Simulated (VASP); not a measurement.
These are PBE GGA, VASP's PBE PAW potentials (set 64) (plane waves; VASP) values and carry that method's errors.

A VASP calculation is set up with these files.

### POSCAR
```
Al3Sc
1
    4.1063577754     0.0000000000    -0.0000000000
    0.0000000000     4.1063577754     0.0000000000
    0.0000000000     0.0000000000     4.1063577754
Sc Al
1 3
Direct
  0.0000000000   0.0000000000   0.0000000000
  0.0000000000   0.5000000000   0.5000000000
  0.5000000000   0.0000000000   0.5000000000
  0.5000000000   0.5000000000   0.0000000000
```

File KPOINTS:
```
Automatic mesh
0
Gamma
8 8 8
0 0 0
```

### INCAR
```
SYSTEM  =  Al3Sc
PREC  =  Accurate; ENCUT  =  500; LREAL  =  .FALSE.
LASPH  =  .TRUE.
EDIFF  =  1E-6; NELM  =  100; ALGO  =  Normal
LMAXMIX  =  4
ISMEAR  =  1; SIGMA  =  0.1
GGA  =  PE
IBRION  =  2; NSW  =  40; ISIF  =  3
EDIFFG  =  -0.02
LWAVE  =  .FALSE.; LCHARG  =  .FALSE.
```

POTCAR, in this order: Sc_sv Al (PBE.64 set). Program: vasp_std.

The run wrote:

File OUTCAR:
```
 ion  position               nearest neighbor table
   1  0.000  0.000  0.000-   2 2.90   3 2.90   4 2.90   2 2.90   3 2.90   2 2.90   4 2.90   2 2.90
                             3 2.90   4 2.90   3 2.90   4 2.90
   2  0.000  0.500  0.500-   1 2.90   3 2.90   4 2.90   1 2.90   4 2.90   1 2.90   3 2.90   1 2.90
                             3 2.90   4 2.90   4 2.90   3 2.90
   3  0.500  0.000  0.500-   1 2.90   2 2.90   4 2.90   1 2.90   4 2.90   2 2.90   4 2.90   4 2.90
                             1 2.90   2 2.90   1 2.90   2 2.90
   4  0.500  0.500  0.000-   1 2.90   2 2.90   3 2.90   2 2.90   3 2.90   1 2.90   3 2.90   3 2.90
                             1 2.90   2 2.90   2 2.90   1 2.90
  LATTYP: Found a simple cubic cell.
 ALAT       =     4.1063577754
 Subroutine PRICEL returns:
 Original cell was already a primitive cell.
 Subroutine GETGRP returns: Found 48 space group operations
The static configuration has the point symmetry O_h .
The dynamic configuration has the point symmetry O_h .
 Subroutine INISYM returns: Found 48 space group operations
 Subroutine IBZKPT returns following result:
 Found     35 irreducible k-points:

 Following reciprocal coordinates:
            Coordinates               Weight
  0.000000  0.000000  0.000000      1.000000
  0.125000  0.000000  0.000000      6.000000
  0.250000  0.000000  0.000000      6.000000
  0.375000  0.000000  0.000000      6.000000
  0.500000  0.000000  0.000000      3.000000
  0.125000  0.125000  0.000000     12.000000
  0.250000  0.125000  0.000000     24.000000
  0.375000  0.125000  0.000000     24.000000
  0.500000  0.125000  0.000000     12.000000
  0.250000  0.250000  0.000000     12.000000
  0.375000  0.250000  0.000000     24.000000
  0.500000  0.250000  0.000000     12.000000
  0.375000  0.375000  0.000000     12.000000
  0.500000  0.375000  0.000000     12.000000
  0.500000  0.500000  0.000000      3.000000
  0.125000  0.125000  0.125000      8.000000
  0.250000  0.125000  0.125000     24.000000
  0.375000  0.125000  0.125000     24.000000
  0.500000  0.125000  0.125000     12.000000
  0.250000  0.250000  0.125000     24.000000
  0.375000  0.250000  0.125000     48.000000
  0.500000  0.250000  0.125000     24.000000
  0.375000  0.375000  0.125000     24.000000
  0.500000  0.375000  0.125000     24.000000
  0.500000  0.500000  0.125000      6.000000
  0.250000  0.250000  0.250000      8.000000
  0.375000  0.250000  0.250000     24.000000
  0.500000  0.250000  0.250000     12.000000
  0.375000  0.375000  0.250000     24.000000
  0.500000  0.375000  0.250000     24.000000
  0.500000  0.500000  0.250000      6.000000
  0.375000  0.375000  0.375000      8.000000
  0.500000  0.375000  0.375000     12.000000
  0.500000  0.500000  0.375000      6.000000
  0.500000  0.500000  0.500000      1.000000
   k-points           NKPTS =     35   k-points in BZ     NKDIM =     35   number of bands    NBANDS=     14
   number of dos      NEDOS =    301   number of ions     NIONS =      4
   total plane-waves  NPLWV =  27000
   dimension x,y,z NGX =    30 NGY =   30 NGZ =   30
   dimension x,y,z NGXF=    60 NGYF=   60 NGZF=   60
   ions per type =               1   3
   PREC   = accura    normal or accurate (medium, high low for compatibility)
   ISTART =      0    job   : 0-new  1-cont  2-samecut
   ICHARG =      2    charge: 1-file 2-atom 10-const
   ISPIN  =      1    spin polarized calculation?
   LNONCOLLINEAR =      F non collinear calculations
   LSORBIT =      F    spin-orbit coupling
   INIWAV =      1    electr: 0-lowe 1-rand  2-diag
   ENCUT  =  500.0 eV  36.75 Ry    6.06 a.u.   7.49  7.49  7.49*2*pi/ulx,y,z
   NELM   =    100;   NELMIN=  2; NELMDL= -5     # of ELM steps
   EDIFF  = 0.1E-05   stopping-criterion for ELM
   LREAL  =      F    real-space projection
   NLSPLINE    = F    spline interpolate recip. space projectors
...
```

### OSZICAR
```
       N       E                     dE             d eps       ncg     rms          rms(c)
DAV:   1     0.115292863148E+03    0.11529E+03   -0.82265E+03   980   0.125E+03
DAV:   2    -0.127143338965E+02   -0.12801E+03   -0.12574E+03  1010   0.366E+02
DAV:   3    -0.201834597692E+02   -0.74691E+01   -0.71463E+01  1564   0.722E+01
DAV:   4    -0.203068460519E+02   -0.12339E+00   -0.12296E+00  1392   0.950E+00
DAV:   5    -0.203093750368E+02   -0.25290E-02   -0.25285E-02  1412   0.136E+00    0.871E+00
DAV:   6    -0.193715861667E+02    0.93779E+00   -0.48598E+00  1626   0.255E+01    0.307E+00
DAV:   7    -0.193222733696E+02    0.49313E-01   -0.98807E-02  1258   0.280E+00    0.179E+00
DAV:   8    -0.192979812589E+02    0.24292E-01   -0.40912E-02  1492   0.179E+00    0.235E-01
DAV:   9    -0.192977203124E+02    0.26095E-03   -0.30271E-03  1244   0.561E-01    0.100E-01
DAV:  10    -0.192976668199E+02    0.53493E-04   -0.20043E-04  1536   0.150E-01    0.637E-02
DAV:  11    -0.192976673947E+02   -0.57481E-06   -0.28318E-05  1546   0.402E-02    0.453E-02
DAV:  12    -0.192976589372E+02    0.84575E-05   -0.42463E-05  1584   0.743E-02    0.499E-03
DAV:  13    -0.192976588436E+02    0.93623E-07   -0.15561E-06   890   0.156E-02
   1 F= -.19297659E+02 E0= -.19296968E+02  d E =-.192977E+02
```

File OUTCAR:
```
------------------------ aborting loop because EDIFF is reached ----------------------------------------
  FORCE on cell =-STRESS in cart. coord.  units (eV):
  Direction    XX          YY          ZZ          XY          YZ          ZX
  --------------------------------------------------------------------------------------
  Total       -0.0047283     -0.0047283     -0.0047283      0.0000000      0.0000000     -0.0000000
  in kB       -0.1094070     -0.1094070     -0.1094070      0.0000000      0.0000000     -0.0000000
  external PRESSURE =      -0.1094070 kB  Pullay stress =       0.0000000 kB
  volume of cell :       69.24
      direct lattice vectors                 reciprocal lattice vectors
     4.106357775  0.000000000  0.000000000     0.243524811  0.000000000  0.000000000
     0.000000000  4.106357775  0.000000000     0.000000000  0.243524811  0.000000000
     0.000000000  0.000000000  4.106357775     0.000000000  0.000000000  0.243524811
 POSITION                                       TOTAL-FORCE (eV/Angst)
 -----------------------------------------------------------------------------------
      0.00000      0.00000      0.00000         0.000000      0.000000      0.000000
      0.00000      2.05318      2.05318         0.000000      0.000000      0.000000
      2.05318      0.00000      2.05318         0.000000      0.000000      0.000000
      2.05318      2.05318      0.00000         0.000000      0.000000      0.000000
 -----------------------------------------------------------------------------------
    total drift:                               -0.000000     -0.000000      0.000000
  FREE ENERGIE OF THE ION-ELECTRON SYSTEM (eV)
  ---------------------------------------------------
  free  energy   TOTEN  =       -19.2976588436 eV

  energy  without entropy=      -19.2955857698  energy(sigma->0) =      -19.29696782

 reached required accuracy - stopping structural energy minimisation
```
(Selected blocks of OUTCAR.)

The compound is Al3Sc in the L1_2 structure. It was relaxed first.
